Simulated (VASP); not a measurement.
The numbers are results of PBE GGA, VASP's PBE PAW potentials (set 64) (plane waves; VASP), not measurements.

VASP ran on this input.

KPOINTS:
```
K-points
0
Gamma
 4 4 4
```

INCAR:
```
# general
SYSTEM   =  Ga
PREC     =  Accurate
ENCUT    =  300   # plane-wave cut-off (eV)
LREAL    =  .False.
LASPH    =  .True.   # aspherical one-centre terms

# electronic loop
EDIFF    =  1E-6   # SCF stop (eV)
NELM     =  100   # most electronic steps
ALGO     =  Normal   # blocked Davidson
LMAXMIX  =  4   # l cut-off of mixed one-centre charges

# smearing
ISMEAR   =  -1
SIGMA    =  0.1

# functional
GGA      =  PE

# ions
ISIF     =  2

# output
LWAVE    =  .False.
LCHARG   =  .False.
```

**POSCAR**
```
Ga
9.060
  0.2494481236  -0.4227373068   0.0000000000
  0.2494481236   0.4227373068   0.0000000000
  0.0000000000   0.0000000000   0.5000000000
Ga
4
direct
  0.1549000000   0.8451000000   0.9190000000
  0.3451000000   0.6549000000   0.4190000000
  0.6549000000   0.3451000000   0.5810000000
  0.8451000000   0.1549000000   0.0810000000
```

POTCAR, in this order: Ga_d (PBE.64 set). Program: vasp_std.

The run wrote:

File OSZICAR:
```
       N       E                     dE             d eps       ncg     rms          rms(c)
DAV:   1     0.293114569049E+03    0.29311E+03   -0.19349E+04  1348   0.231E+03
DAV:   2     0.201628953129E+02   -0.27295E+03   -0.26810E+03  1372   0.454E+02
DAV:   3    -0.110370235898E+02   -0.31200E+02   -0.30925E+02  1512   0.128E+02
DAV:   4    -0.117882627042E+02   -0.75124E+00   -0.75005E+00  1446   0.241E+01
DAV:   5    -0.118035251681E+02   -0.15262E-01   -0.15260E-01  1607   0.321E+00    0.246E+00
DAV:   6    -0.117286695755E+02    0.74856E-01   -0.19555E-01  1563   0.616E+00    0.136E+00
DAV:   7    -0.117141078038E+02    0.14562E-01   -0.59388E-02  1806   0.273E+00    0.305E-01
DAV:   8    -0.117131130193E+02    0.99478E-03   -0.14039E-02  1393   0.137E+00    0.476E-02
DAV:   9    -0.117132531496E+02   -0.14013E-03   -0.94046E-04  1472   0.329E-01    0.242E-02
DAV:  10    -0.117132659354E+02   -0.12786E-04   -0.22007E-04  1520   0.169E-01    0.638E-03
DAV:  11    -0.117132657617E+02    0.17367E-06   -0.42900E-05  1527   0.827E-02    0.446E-03
DAV:  12    -0.117132655055E+02    0.25625E-06   -0.74793E-06  1501   0.313E-02
   1 F= -.11713266E+02 E0= -.11695723E+02  d E =-.350851E-01
```

File OUTCAR:
```
------------------------ aborting loop because EDIFF is reached ----------------------------------------
  FORCE on cell =-STRESS in cart. coord.  units (eV):
  Direction    XX          YY          ZZ          XY          YZ          ZX
  --------------------------------------------------------------------------------------
  Total        1.4604844      1.2005651      0.2441992      0.0000000      0.0000000      0.0000000
  in kB       29.8381630     24.5279292      4.9890687      0.0000000      0.0000000      0.0000000
  external PRESSURE =      19.7850536 kB  Pullay stress =       0.0000000 kB
  volume of cell :       78.42
      direct lattice vectors                 reciprocal lattice vectors
     2.260000000 -3.830000000  0.000000000     0.221238938 -0.130548303  0.000000000
     2.260000000  3.830000000  0.000000000     0.221238938  0.130548303  0.000000000
     0.000000000  0.000000000  4.530000000     0.000000000  0.000000000  0.220750552
 POSITION                                       TOTAL-FORCE (eV/Angst)
 -----------------------------------------------------------------------------------
      2.26000      2.64347      4.16307         0.000000     -0.250421     -0.050970
      2.26000      1.18653      1.89807         0.000000      0.250421     -0.050970
      2.26000     -1.18653      2.63193         0.000000     -0.250421      0.050970
      2.26000     -2.64347      0.36693         0.000000      0.250421      0.050970
 -----------------------------------------------------------------------------------
    total drift:                                0.000000     -0.000000      0.000000
  FREE ENERGIE OF THE ION-ELECTRON SYSTEM (eV)
  ---------------------------------------------------
  free  energy   TOTEN  =       -11.7132655055 eV

  energy  without entropy=      -11.6781803723  energy(sigma->0) =      -11.69572294
```
(Selected blocks of OUTCAR.)

At this cut-off the stress carries a Pulay error, which pulls relaxed volumes low.

The structure is a typed Ga crystal. The cell was not relaxed at this level. The k-mesh is coarse (spacing up to 0.40 per Å, 2π included), so the numbers may not be converged in it.
